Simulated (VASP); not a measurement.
## SiC (Moissanite 3C): GW quasiparticle gap

Wanted: how far GW moves the Kohn-Sham levels of SiC (Moissanite 3C). The cell is of the zinc-blende type, one of the forms listed for this formula. The start is a cell from a database of measured crystal structures.

Main program and level: VASP 6.6.1; PBE; plane waves and PAW (Si_GW, C_GW), in the first sound run; inputs show where later runs differ.

### 1. The starting structure

It takes space group F-43m (No. 216, cubic). The conventional cell has a = 4.358 Å, b = 4.358 Å, c = 4.358 Å, α = 90.00°, β = 90.00°, γ = 90.00°. Si has 4 C at 1.89 Å nearest. Nearest to C lie 4 Si at 1.89 Å. Farther neighbours are not listed.

### 2. Empty bands

ALGO = Exact makes the empty bands from the converged ground state in one step. LOPTICS writes the k-derivatives of the orbitals (WAVEDER), which give the long-wavelength limit of the screening.

Contents of INCAR:

```
SYSTEM = SiC
PREC = Accurate
ENCUT = 440
ISMEAR = 0
SIGMA = 0.01
LREAL = .FALSE.
GGA = PE
NBANDS = 24
ALGO = Exact
NELM = 1
LWAVE = .TRUE.
LCHARG = .FALSE.
LOPTICS = .TRUE.
NEDOS = 1000
CSHIFT = 0.1
```

Contents of POSCAR:

```
SiC
1.0
    0.0000000000      2.1790000000      2.1790000000
    2.1790000000      0.0000000000      2.1790000000
    2.1790000000      2.1790000000      0.0000000000
Si C
1 1
Direct
    0.0000000000      0.0000000000      0.0000000000
    0.7500000000      0.7500000000      0.7500000000
```

Contents of KPOINTS:

```
Automatic mesh
0
Gamma
4 4 4
0 0 0
```

The projector-augmented-wave data sets are Si_GW and C_GW (PBE family, release 64).

The run is started by

```console
$ mpirun -np 8 vasp_std
```

What it wrote:

```text
[banner, memory and clock lines left out]
running    8 mpi-ranks, on    1 nodes
 distrk:  each k-point on    8 cores,    1 groups
 distr:  one band on    1 cores,    8 groups

 POSCAR found type information on POSCAR SiC
 POSCAR found :  2 types and       2 ions
|                                                                             |
|           W    W    AA    RRRRR   N    N  II  N    N   GGGG   !!!           |
|           W    W   A  A   R    R  NN   N  II  NN   N  G    G  !!!           |
|           W    W  A    A  R    R  N N  N  II  N N  N  G       !!!           |
|           W WW W  AAAAAA  RRRRR   N  N N  II  N  N N  G  GGG   !            |
|           WW  WW  A    A  R   R   N   NN  II  N   NN  G    G                |
|           W    W  A    A  R    R  N    N  II  N    N   GGGG   !!!           |
|                                                                             |
|     For optimal performance we recommend to set                             |
|       NCORE = 2 up to number-of-cores-per-socket                            |
|     NCORE specifies how many cores store one orbital (NPAR=cpu/NCORE).      |
|     This setting can greatly improve the performance of VASP for DFT.       |
|     The default, NCORE=1 might be grossly inefficient on modern             |
|     multi-core architectures or massively parallel machines. Do your        |
|     Unfortunately you need to use the default for GW and RPA                |
|     calculations (for HF NCORE is supported but not extensively tested      |
|     yet).                                                                   |
|                                                                             |

 LDA part: xc-table for (Slater+PW92), standard interpolation
 found WAVECAR, reading the header
  number of bands has changed, file:    10 present:    24
  trying to continue reading WAVECAR, but it might fail
 POSCAR, INCAR and KPOINTS ok, starting setup
 FFT: planning ... GRIDC
 FFT: planning ... GRID_SOFT
 FFT: planning ... GRID
 reading WAVECAR
 random initialization beyond band           10
 the WAVECAR file was read successfully
 initial charge from wavefunction
 entering main loop
       N       E                     dE             d eps       ncg     rms          rms(c)
DIA:   1    -0.149173191153E+02   -0.14917E+02    0.00000E+00     0   0.000E+00
   1 F= -.14917319E+02 E0= -.14917319E+02  d E =-.606349E-49
 writing wavefunctions
 optical routines
 imaginary and real dielectric function
 recalculating local potential from charge density
 direction            1
 direction            2
 direction            3
```

Elapsed: 1.8 s, on 8 MPI ranks of AMD EPYC 9R14 (Zen 4), shared host; peak memory 0.7 GiB; 7.7 s of CPU time.

The logs omit lines about the potential files and the build; timing stands in the text.

OUTCAR, selected parts (step 2):

```text
ion  position               nearest neighbor table
   1  0.000  0.000  0.000-   2 1.89   2 1.89   2 1.89   2 1.89
   2  0.750  0.750  0.750-   1 1.89   1 1.89   1 1.89   1 1.89

  LATTYP: Found a face centered cubic cell.
 ALAT       =     4.3580000000

 Subroutine GETGRP returns: Found 24 space group operations
 (whereof 24 operations were pure point group operations)

The static configuration has the point symmetry T_d .

 Found      8 irreducible k-points:

   k-points           NKPTS =      8   k-points in BZ     NKDIM =      8   number of bands    NBANDS=     24

   dimension x,y,z NGX =    24 NGY =   24 NGZ =   24
   dimension x,y,z NGXF=    48 NGYF=   48 NGZF=   48

   ENCUT  =  440.0 eV  32.34 Ry    5.69 a.u.   5.27  5.27  5.27*2*pi/ulx,y,z

   NELECT =       8.0000    total number of electrons

 k-points in reciprocal lattice and weights: Automatic mesh
   0.00000000  0.00000000  0.00000000       0.016
   0.25000000  0.00000000  0.00000000       0.125
   0.50000000  0.00000000  0.00000000       0.062
   0.25000000  0.25000000  0.00000000       0.094
   0.50000000  0.25000000  0.00000000       0.375
  -0.25000000  0.25000000  0.00000000       0.188
   0.50000000  0.50000000  0.00000000       0.047
  -0.25000000  0.50000000  0.25000000       0.094

 average (electrostatic) potential at core
       1 -64.1679       2 -45.0070

 E-fermi :   7.9355

 k-point     1 :       0.0000    0.0000    0.0000
  band No.  band energies     occupation
      1      -7.6052      2.00000
      2       7.8330      2.00000
      3       7.8330      2.00000
      4       7.8330      2.00000
      5      14.0455      0.00000
      6      15.0840      0.00000
      7      15.0840      0.00000
      8      15.0840      0.00000
      9      22.2754      0.00000
    ...

 k-point     2 :       0.2500    0.0000    0.0000
  band No.  band energies     occupation
      1      -6.4081      2.00000
      2       3.5166      2.00000
      3       7.2205      2.00000
      4       7.2205      2.00000
      5      13.7808      0.00000
      6      15.6876      0.00000
      7      15.6876      0.00000
      8      17.1678      0.00000
      9      20.8947      0.00000
    ...

 k-point     3 :       0.5000    0.0000    0.0000
  band No.  band energies     occupation
      1      -4.0289      2.00000
      2      -0.7434      2.00000
      3       6.7714      2.00000
      4       6.7714      2.00000
      5      13.2254      0.00000
      6      15.0043      0.00000
      7      15.0043      0.00000
      8      17.8614      0.00000
      9      24.0029      0.00000
    ...

  Total        0.3246102      0.3246102      0.3246102     -0.0000000     -0.0000000     -0.0000000
  in kB       25.1345486     25.1345486     25.1345486     -0.0000000     -0.0000000     -0.0000000
  external PRESSURE =      25.1345486 kB  Pullay stress =       0.0000000 kB

  energy-cutoff  :      440.00
  volume of cell :       20.69
      direct lattice vectors                 reciprocal lattice vectors
     0.000000000  2.179000000  2.179000000    -0.229463056  0.229463056  0.229463056
     2.179000000  0.000000000  2.179000000     0.229463056 -0.229463056  0.229463056
     2.179000000  2.179000000  0.000000000     0.229463056  0.229463056 -0.229463056

 POSITION                                       TOTAL-FORCE (eV/Angst)
 -----------------------------------------------------------------------------------
      0.00000      0.00000      0.00000         0.000000      0.000000      0.000000
      3.26850      3.26850      3.26850        -0.000000     -0.000000     -0.000000
 -----------------------------------------------------------------------------------
    total drift:                                0.000000      0.000000     -0.000000

  FREE ENERGIE OF THE ION-ELECTRON SYSTEM (eV)
  ---------------------------------------------------
  free  energy   TOTEN  =       -14.9173191153 eV

  energy  without entropy=      -14.9173191153  energy(sigma->0) =      -14.91731912

 plasma frequency squared (from intraband transitions) (eV^2)
  --------------------------------------------------------------------------------------
       0.000       0.000      -0.000
      -0.000       0.000       0.000
       0.000      -0.000       0.000

[... 3 further parts left out ...]
```

The gap is read on the k-mesh alone, so it is an upper bound where the band edges lie off the mesh.

A gap read on the k-mesh alone can miss the band edges.

Numbers from this step:

- gap on the k-mesh: 1.305 eV
- least direct gap on the k-mesh: 4.514 eV

WAVECAR now holds 24 bands for 8 electrons. Its independent-particle dielectric tensor has xx, yy, zz = 9.7, 9.7, 9.7 on this mesh, which isn't tested for convergence in mesh or bands and lacks local fields.

### 3. G0W0, bands in the sums 24

This step: G0W0 on PBE; plane waves and PAW (Si_GW, C_GW) (VASP 6.6.1).

One pass of GW corrects the levels to first order, with G and W from the starting orbitals.

Contents of INCAR:

```
SYSTEM = SiC
PREC = Accurate
ENCUT = 440
ISMEAR = 0
SIGMA = 0.01
LREAL = .FALSE.
GGA = PE
NBANDS = 24
ALGO = EVGW0
NELMGW = 1
ENCUTGW = 200
NOMEGA = 64
PRECFOCK = Fast
NBANDSGW = 16
LWAVE = .FALSE.
LCHARG = .FALSE.
```

POSCAR is that of step 2.

KPOINTS is that of step 2.

The run is started by

```console
$ mpirun -np 8 vasp_std
```

What it wrote:

```text
[banner, memory and clock lines left out]
running    8 mpi-ranks, on    1 nodes
 distrk:  each k-point on    8 cores,    1 groups
 distr:  one band on    1 cores,    8 groups

 POSCAR found type information on POSCAR SiC
 POSCAR found :  2 types and       2 ions
 [... a notice as in an earlier step ...]

|                                                                             |
|           W    W    AA    RRRRR   N    N  II  N    N   GGGG   !!!           |
|           W    W   A  A   R    R  NN   N  II  NN   N  G    G  !!!           |
|           W    W  A    A  R    R  N N  N  II  N N  N  G       !!!           |
|           W WW W  AAAAAA  RRRRR   N  N N  II  N  N N  G  GGG   !            |
|           WW  WW  A    A  R   R   N   NN  II  N   NN  G    G                |
|           W    W  A    A  R    R  N    N  II  N    N   GGGG   !!!           |
|                                                                             |
|     The default for ENCUTGWSOFT is different in this version of VASP.       |
|     please manually set ENCUTGWSOFT =200 in the INCAR file.                 |
|                                                                             |

 LDA part: xc-table for (Slater+PW92), standard interpolation
 found WAVECAR, reading the header
 POSCAR, INCAR and KPOINTS ok, starting setup
 FFT: planning ... GRIDC
 FFT: planning ... GRID_SOFT
 FFT: planning ... GRID
 reading WAVECAR
 the WAVECAR file was read successfully
 initial charge from wavefunction
 available memory per node:     37.40 GB, setting MAXMEM to     38294

 The Fermi energy was updated, please check that it is located mid-gap
 values below the HOMO (VB) or above the LUMO (CB) will cause erroneous energies
 E-fermi :   8.4853

 calculate exact exchange contribution
 the WAVEDER file was read successfully
energies w=
    0.000    0.000    0.589    0.000    1.176    0.000    1.760    0.000
    2.341    0.000    2.917    0.000    3.486    0.000    4.049    0.000
    4.606    0.000    5.154    0.000    5.695    0.000    6.229    0.000
    6.755    0.000    7.274    0.000    7.786    0.000    8.293    0.000
    8.794    0.000    9.291    0.000    9.784    0.000   10.274    0.000
   10.763    0.000   11.251    0.000   11.739    0.000   12.229    0.000
   12.722    0.000   13.218    0.000   13.720    0.000   14.229    0.000
   14.746    0.000   15.273    0.000   15.813    0.000   16.366    0.000
   16.936    0.000   17.524    0.000   18.135    0.000   18.769    0.000
   19.431    0.000   20.126    0.000   20.857    0.000   21.629    0.000
   22.449    0.000   23.325    0.000   24.262    0.000   25.272    0.000
   26.366    0.000   27.559    0.000   28.865    0.000   30.308    0.000
   31.912    0.000   33.709    0.000   35.738    0.000   38.054    0.000
   40.724    0.000   43.839    0.000   47.523    0.000   51.949    0.000
   57.368    0.000   64.155    0.000   72.896    0.000   84.568    0.000
  100.916    0.000  125.412    0.000  166.075    0.000  246.565    0.000
 responsefunction array rank=     144
 LDA part: xc-table for (Slater+PW92), standard interpolation

 min. memory requirement per mpi rank     73.3 MB, per node    586.1 MB

 allocating   8 responsefunctions rank=   144
 shmem allocating  64 responsefunctions rank=   144
 response function shared by NCSHMEM nodes    1
 Doing            8  frequencies on each core in blocks of           64
NQ=   1    0.0000    0.0000    0.0000,
|.........|.........|.........|.........|.........|.........|.........|.........
 performed         16000 updates of chi_q(r,r)
 total number of BLAS operations          2.46 Gflops
NQ=   2    0.2500    0.0000    0.0000,
|.........|.........|.........|.........|.........|.........|.........|.........
 performed         53000 updates of chi_q(r,r)
 total number of BLAS operations          8.23 Gflops
NQ=   3    0.5000    0.0000    0.0000,
|.........|.........|.........|.........|.........|.........|.........|.........
 performed         84000 updates of chi_q(r,r)
 total number of BLAS operations         13.07 Gflops
NQ=   4    0.2500    0.2500    0.0000,
|.........|.........|.........|.........|.........|.........|.........|.........
 performed        121000 updates of chi_q(r,r)
 total number of BLAS operations         18.43 Gflops
NQ=   5    0.5000    0.2500    0.0000,
|.........|.........|.........|.........|.........|.........|.........|.........
 performed        175000 updates of chi_q(r,r)
 total number of BLAS operations         26.07 Gflops
NQ=   6   -0.2500    0.2500    0.0000,
|.........|.........|.........|.........|.........|.........|.........|.........
 performed        223000 updates of chi_q(r,r)
 total number of BLAS operations         33.05 Gflops
NQ=   7    0.5000    0.5000    0.0000,
|.........|.........|.........|.........|.........|.........|.........|.........
 performed        250000 updates of chi_q(r,r)
 total number of BLAS operations         36.50 Gflops
NQ=   8   -0.2500    0.5000    0.2500,
|.........|.........|.........|.........|.........|.........|.........|.........
 performed        286000 updates of chi_q(r,r)
 total number of BLAS operations         42.53 Gflops
 resolving degeneracies of screened two electron integrals

 calculate QP shifts <psi_nk| G(iteration)W_0 |psi_nk>: iteration 1
 entering main loop
```

Run time: 5.4 s. Hardware: 8 MPI ranks; peak memory 0.93 GiB.

OUTCAR, selected parts (step 3):

```text
The static configuration has the point symmetry T_d .

 Found      8 irreducible k-points:

   k-points           NKPTS =      8   k-points in BZ     NKDIM =     64   number of bands    NBANDS=     24

   NELECT =       8.0000    total number of electrons

 E-fermi :   8.4853

 QP shifts <psi_nk| G(iteration)W_0 |psi_nk>: iteration 1
 for sc-GW calculations column KS-energies equals QP-energies in previous step
 and V_xc(KS)=  KS-energies - (<T + V_ion + V_H > + <T+V_H+V_ion>^1  + <V_x>^1)
 k-point   1 :       0.0000    0.0000    0.0000
  band No.  KS-energies  QP-energies   sigma(KS)   V_xc(KS)     V^pw_x(r,r')   Z            occupation Imag(sigma)
      1      -7.6052      -8.3402     -13.7424     -12.7265     -21.6694       0.7234       2.0000       1.4601
      2       7.8330       7.7900     -14.8643     -14.8099     -17.6306       0.7904       2.0000       0.0655
      3       7.8330       7.7900     -14.8643     -14.8099     -17.6306       0.7904       2.0000       0.0655
      4       7.8330       7.7900     -14.8643     -14.8099     -17.6306       0.7904       2.0000       0.0655
      5      14.0455      15.0188     -11.9182     -13.1703      -7.2241       0.7774       0.0000      -0.0973
      6      15.0840      16.1061     -10.2457     -11.5318      -5.6658       0.7948       0.0000      -0.0909
      7      15.0840      16.1061     -10.2457     -11.5318      -5.6658       0.7948       0.0000      -0.0909
      8      15.0840      16.1061     -10.2457     -11.5318      -5.6658       0.7948       0.0000      -0.0909
    ...

 k-point   2 :       0.2500    0.0000    0.0000
  band No.  KS-energies  QP-energies   sigma(KS)   V_xc(KS)     V^pw_x(r,r')   Z            occupation Imag(sigma)
      1      -6.4081      -7.0799     -13.8226     -12.9135     -21.4586       0.7390       2.0000       1.2684
      2       3.5166       3.1033     -13.9091     -13.3641     -17.6448       0.7583       2.0000       0.1262
      3       7.2205       7.1082     -14.6769     -14.5340     -17.5387       0.7860       2.0000       0.0685
      4       7.2205       7.1082     -14.6769     -14.5340     -17.5387       0.7860       2.0000       0.0685
      5      13.7808      14.7280     -10.9177     -12.1100      -6.4492       0.7944       0.0000      -0.0840
      6      15.6876      16.7318     -10.2118     -11.5303      -5.4737       0.7919       0.0000      -0.1044
      7      15.6876      16.7318     -10.2118     -11.5303      -5.4737       0.7919       0.0000      -0.1044
      8      17.1678      18.3537     -11.6323     -13.1811      -6.4113       0.7657       0.0000      -0.1689
    ...

 k-point   3 :       0.5000    0.0000    0.0000
  band No.  KS-energies  QP-energies   sigma(KS)   V_xc(KS)     V^pw_x(r,r')   Z            occupation Imag(sigma)
      1      -4.0289      -4.5812     -14.5405     -13.7847     -21.6759       0.7307       2.0000       0.9171
      2      -0.7434      -1.3593     -12.8730     -12.0363     -17.8731       0.7362       2.0000       0.3526
      3       6.7714       6.6082     -14.6338     -14.4254     -17.6270       0.7837       2.0000       0.0722
      4       6.7714       6.6082     -14.6338     -14.4254     -17.6270       0.7837       2.0000       0.0722
      5      13.2254      14.1692     -11.0168     -12.2013      -6.6775       0.7968       0.0000      -0.0764
      6      15.0043      15.9696      -9.8618     -11.0722      -5.2818       0.7975       0.0000      -0.0924
      7      15.0043      15.9696      -9.8618     -11.0722      -5.2818       0.7975       0.0000      -0.0924
      8      17.8614      18.8183     -10.5231     -11.7845      -4.8984       0.7586       0.0000      -0.2154
    ...

[... 7 parts as in an earlier step ...]

[... 5 further parts left out ...]
```

Numbers from this step:

- quasiparticle gap on the mesh: 1.921 eV
- smallest direct quasiparticle gap on the mesh: 5.466 eV
- gap of the starting orbitals on the mesh: 1.305 eV

GW takes the gap from 1.305 to 1.921 eV. The value holds for 24 bands, ENCUTGW = 200 eV and this mesh, and isn't shown to be converged in them.

### 4. Empty bands

This step: PBE; plane waves and PAW (Si_GW, C_GW) (VASP 6.6.1).

The empty bands are made again, for the run that follows.

Contents of INCAR:

```
SYSTEM = SiC
PREC = Accurate
ENCUT = 440
ISMEAR = 0
SIGMA = 0.01
LREAL = .FALSE.
GGA = PE
NBANDS = 32
ALGO = Exact
NELM = 1
LWAVE = .TRUE.
LCHARG = .FALSE.
LOPTICS = .TRUE.
NEDOS = 1000
CSHIFT = 0.1
```

POSCAR is that of step 3.

KPOINTS is that of step 3.

The run is started by

```console
$ mpirun -np 8 vasp_std
```

What it wrote:

```text
[banner, memory and clock lines left out]
running    8 mpi-ranks, on    1 nodes
[...]
[... a notice as in an earlier step ...]

 LDA part: xc-table for (Slater+PW92), standard interpolation
 found WAVECAR, reading the header
  number of bands has changed, file:    10 present:    32
  trying to continue reading WAVECAR, but it might fail
 POSCAR, INCAR and KPOINTS ok, starting setup
[...]
reading WAVECAR
 random initialization beyond band           10
 the WAVECAR file was read successfully
 initial charge from wavefunction
 entering main loop
       N       E                     dE             d eps       ncg     rms          rms(c)
[... 1 cycle as in an earlier step ...]
   1 F= -.14917319E+02 E0= -.14917319E+02  d E =-.311812E-57
 writing wavefunctions
 optical routines
 imaginary and real dielectric function
 recalculating local potential from charge density
 direction            1
 direction            2
 direction            3
```

Elapsed: 1.8 s, on 8 MPI ranks; peak memory 0.7 GiB; 7.5 s of CPU time.

From OUTCAR (step 4):

```text
  Total        0.3246102      0.3246102      0.3246102     -0.0000000      0.0000000      0.0000000
  in kB       25.1345486     25.1345486     25.1345486     -0.0000000      0.0000000      0.0000000
  external PRESSURE =      25.1345486 kB  Pullay stress =       0.0000000 kB

 POSITION                                       TOTAL-FORCE (eV/Angst)
 -----------------------------------------------------------------------------------
      0.00000      0.00000      0.00000         0.000000     -0.000000     -0.000000
      3.26850      3.26850      3.26850        -0.000000      0.000000      0.000000
 -----------------------------------------------------------------------------------
    total drift:                                0.000000      0.000000     -0.000000

[... 3 parts as in an earlier step ...]

[... 2 further parts left out ...]
[key lines of the parts left out:]
E-fermi :   7.9444
```

WAVECAR now holds 32 bands for 8 electrons.

(Part 1 of 4 ends here.)

[Lines on the potential files, build, host, timing and source positions are cut from VASP's logs without a mark.]

[Logs are printed without paths, hosts, clocks, repeated set-up lines and the standing remarks that a program may print on its own settings, such as how far it seeks lower states.]

[Hosts, paths, dates, database ids (printed as entryN), source tags and the programs' standing remarks are cut or masked in the printed files.]

[Pressures printed for these runs are not shown converged in the cutoff: they can be off by several GPa and have the wrong sign.]
